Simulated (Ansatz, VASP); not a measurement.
# One calculation of Hf3Be, two programs

INCAR

```
SYSTEM = Hf3Be
PREC = Accurate ; ENCUT = 520
EDIFF = 1E-7 ; ISMEAR = -1
SIGMA = 0.05 ; LREAL = .False.
LASPH = .True. ; NELM = 80
ALGO = Normal ; ISIF = 2
LWAVE = .False. ; LCHARG = .True.
GGA = PE ; LELF = .True.
LVHAR = .True. ; NBANDS = 24
```

KPOINTS

```
regular mesh
0
Gamma
  9 9 9
  0 0 0
```

POSCAR

```
Hf3Be
1.0
   -2.0920000000      2.0920000000      4.3530460000
    2.0920000000     -2.0920000000      4.3530460000
    2.0920000000      2.0920000000     -4.3530460000
Hf Be
3 1
Direct
    0.4907120000      0.4988100000     -0.0066420000
    0.2588150000      0.7514500000      0.5169170000
    0.7550330000      0.2549710000      0.4987760000
    0.0042110000     -0.0085460000     -0.0048460000
```

File input.yaml:

```yaml
crystal:
  lattice:
    - [-2.092, 2.092, 4.353046]
    - [2.092, -2.092, 4.353046]
    - [2.092, 2.092, -4.353046]
  atoms:
    - { symbol: Hf, position: [0.490712, 0.49881, -0.006642] }
    - { symbol: Hf, position: [0.258815, 0.75145, 0.516917] }
    - { symbol: Hf, position: [0.755033, 0.254971, 0.498776] }
    - { symbol: Be, position: [0.004211, -0.008546, -0.004846] }
hamiltonian:
  xc: pbe
  pseudopotentials: { kind: paw }
kpoints:
  mp_grid: { grid: [9, 9, 9] }
scf:
  occupations: { method: fermi_dirac, width: 0.05 }
output:
  forces: true
  stress: true
  eigenvalues: true
```

Change from the starting cell: atoms moved at random, drawn with an rms of 0.05 Å.

Alike in both runs: task single point; functional PBE; k mesh 9 × 9 × 9; occupations fermi-dirac, width 0.05 eV; no spin polarisation.

```csv
,VASP,Ansatz
version,VASP 6.6.1,Ansatz 0.2.0
potentials or method,"VASP PAW PBE potentials, release 64 (Hf_pv, Be)",Ansatz PAW
plane-wave cutoff (eV),520,420
valence electrons in the cell,32,80
```

VASP gave:

| Property | Result |
| --- | --- |
| gap on the k mesh at the Fermi level (eV) | none |
| pressure (GPa) | -0.1 |
| largest component of the traceless stress (GPa) | 1.29 |
| rms of the force components (eV/Å) | 0.296 |

Task: Which values does Ansatz return?

Result: gap on the k mesh at the Fermi level (eV): none; pressure (GPa): 0.2; largest component of the traceless stress (GPa): 1.29; rms of the force components (eV/Å): 0.299.

Atom by atom the forces differ by 0.003 eV/Å (rms over components). A gap of «none» marks a metal or a gap that the smearing closes. With one functional, cell and mesh, what is left measures potentials, basis and numerics. The two sets of potentials don't hold the same shells in valence.

Spin-orbit coupling is left out, which matters for the levels of Hf.
